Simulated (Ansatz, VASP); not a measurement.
Two plane-wave programs on B4Rh

```
B Rh
1.0
     3.48986    0.00000    0.00000
     0.00000    3.48986    0.00000
     0.00000    0.00000    3.48986
B Rh
4 1
Direct
  0.50000 0.00000 0.00000
  0.00000 0.50000 0.00000
  0.00000 0.00000 0.50000
  0.00000 0.00000 0.00000
  0.50000 0.50000 0.50000
```

Alike in both runs: task relaxation of cell and atoms; functional PBE; k mesh 12 × 12 × 12; occupations gaussian, width 0.1 eV; no spin polarisation.

|  | VASP | Ansatz |
| --- | --- | --- |
| version | VASP 6.6.1 | Ansatz 0.2.0 |
| potentials or method | VASP PAW PBE potentials, release 64 (B, Rh_pv) | scalar-relativistic, plane waves, PAW |
| plane-wave cutoff (eV) | 600 | 420 |
| valence electrons in the cell | 27 | 29 |

|  | VASP | Ansatz | Ansatz less VASP |
| --- | --- | --- | --- |
| gap on the k mesh at the Fermi level, each at its own relaxed structure (eV) | none | none | - |
| relaxed volume (Å³/atom) | 8.52 | 8.52 | -0.001 |
| relaxed cell length with the largest relative difference (Å) | 3.492 | 3.492 | -0.0002 |

A gap of «none» marks a metal or a gap that the smearing closes. The two sets of potentials don't hold the same shells in valence.
